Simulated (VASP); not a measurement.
# BBrCl₂: convergence, excited state by fixed occupations

BBrCl₂, molecule in box, 4 atoms in the cell. BLYP, excited states by fixed occupations; PAW potentials Cl, B, Br (PBE set). VASP 6.6.1.

Wanted: vertical excitation within 0.03 eV; triplet within 0.03 eV.

Electron moved: highest filled to lowest empty level.

POSCAR of the starting run:
```
BBrCl2
1.0
    9.5900000000      0.0000000000      0.0000000000
    0.0000000000     10.9700000000      0.0000000000
    0.0000000000      0.0000000000     11.2980000000
Cl B Br
2 1 1
Direct
    0.5829075500      0.5920713200      0.6194151400
    0.5685387100      0.3782941200      0.4533385200
    0.5260891300      0.5278889300      0.4876531100
    0.4170924500      0.6217058800      0.3805848600
```

The series start from Algorithm at fixed occupations: Damped, LDIAG false; Cutoff (eV): 400; SCF threshold (eV): 1e-5; Vacuum (Å): 8. Each series keeps the choices made before it, and each single choice may use up half of a tolerance. Times cover all steps of a run.

## Algorithm at fixed occupations

| Algorithm at fixed occupations | Vertical excitation (eV) | Triplet (eV) | Time (s) |
|---|---|---|---|
| Damped, LDIAG false | 4.698 | 4.679 | 143 |
| All, LDIAG false | 4.698 | 4.679 | 175 |
| VeryFast, LDIAG false | 5.567 | 5.549 | 173 |
| Normal | 4.698 | 4.679 | 163 |

Chosen: Damped, LDIAG false; no other choice that stays within half of the tolerance saves 30 % of the time.

## Cutoff (eV)

| Cutoff (eV) | Vertical excitation (eV) | Triplet (eV) | Time (s) |
|---|---|---|---|
| 300 | 4.703 | 4.685 | 79 |
| 350 | 4.698 | 4.680 | 99 |
| 400 | 4.698 | 4.679 | 143 |
| 450 | 4.698 | 4.680 | 141 |
| 520 | 4.698 | 4.680 | 166 |
| 650 (reference) | 4.698 | 4.679 | 227 |

Chosen: 300, the loosest value from which every tighter one stays within half of the tolerance.

## SCF threshold (eV)

| SCF threshold (eV) | Vertical excitation (eV) | Triplet (eV) | Time (s) |
|---|---|---|---|
| 0.0001 | 4.703 | 4.685 | 61 |
| 1e-5 (reference) | 4.703 | 4.685 | 79 |
| 1e-6 | no result | no result | 342 |

Chosen: 0.0001, the loosest value from which every tighter one stays within half of the tolerance (runs without a result left aside).

## Vacuum (Å)

| Vacuum (Å) | Vertical excitation (eV) | Triplet (eV) | Time (s) |
|---|---|---|---|
| 6 | 4.706 | 4.687 | 42 |
| 8 | 4.703 | 4.685 | 61 |
| 10 | 4.703 | 4.685 | 85 |
| 12 (reference) | 4.703 | 4.685 | 115 |

Chosen: 6.

## All choices together

| Input | Vertical excitation (eV) | Triplet (eV) | Time (s) |
|---|---|---|---|
| fixed occupations from random orbitals (naive) | 4.698 | 4.679 | 190 |
| chosen settings | 4.706 | 4.687 | 42 |
| reference settings throughout | 4.697 | 4.679 | 557 |

The tolerance is met.

## The input

INCAR.step1:
```
SYSTEM = BBrCl2
AGGAC = 1.0
AGGAX = 1.0
ALDAC = 0.0
ALDAX = 1.0
ALGO = Normal
EDIFF = 1E-4
ENCUT = 300
GGA = B5
ISMEAR = 0
ISPIN = 2
ISYM = 0
LASPH = .True.
LCHARG = .False.
LMAXMIX = 4
LORBIT = 11
LREAL = .False.
LWAVE = .True.
MAGMOM = 4*0
NBANDS = 20
NELM = 200
NUPDOWN = 0
PREC = Accurate
SIGMA = 0.01
```

INCAR.step2, as INCAR.step1 but for:
```
- ALGO = Normal
- ISMEAR = 0
- LWAVE = .True.
- NELM = 200
- NUPDOWN = 0
+ ALGO = Damped
+ FERDO = 11*1 1*0 1*1 7*0
+ FERWE = 12*1 8*0
+ ISMEAR = -2
+ ISTART = 1
+ LDIAG = .False.
+ LWAVE = .False.
+ NELM = 300
+ TIME = 0.4
```

INCAR.step3, as INCAR.step2 but for:
```
- FERDO = 11*1 1*0 1*1 7*0
- FERWE = 12*1 8*0
+ FERDO = 11*1 9*0
+ FERWE = 13*1 7*0
```

KPOINTS:
```
k-points
0
Gamma
  1 1 1
```

POSCAR:
```
BBrCl2
1.0
    7.5900000000      0.0000000000      0.0000000000
    0.0000000000      8.9700000000      0.0000000000
    0.0000000000      0.0000000000      9.2980000000
Cl B Br
2 1 1
Direct
    0.6047535000      0.6125993500      0.6451002300
    0.5865985000      0.3511588200      0.4433020700
    0.5329635500      0.5341069900      0.4849974100
    0.3952465000      0.6488411800      0.3548997700
```

Commands (each step's output is kept before the next begins):
```
cat potpaw_PBE.64/Cl/POTCAR potpaw_PBE.64/B/POTCAR potpaw_PBE.64/Br/POTCAR > POTCAR
cp INCAR.step1 INCAR
mpirun -np 4 vasp_gam > vasp.out
cp WAVECAR WAVECAR.0
cp INCAR.step2 INCAR
mpirun -np 4 vasp_gam > vasp.out
cp WAVECAR.0 WAVECAR
cp INCAR.step3 INCAR
mpirun -np 4 vasp_gam > vasp.out
```

The naive input happens to agree within the tolerance here, in 190 s.

Limits: The excited determinant mixes singlet and triplet.

The chosen input took VASP 6.6.1 42 s on 4 cores (Intel Xeon 6975P-C (Granite Rapids)), a shared host.
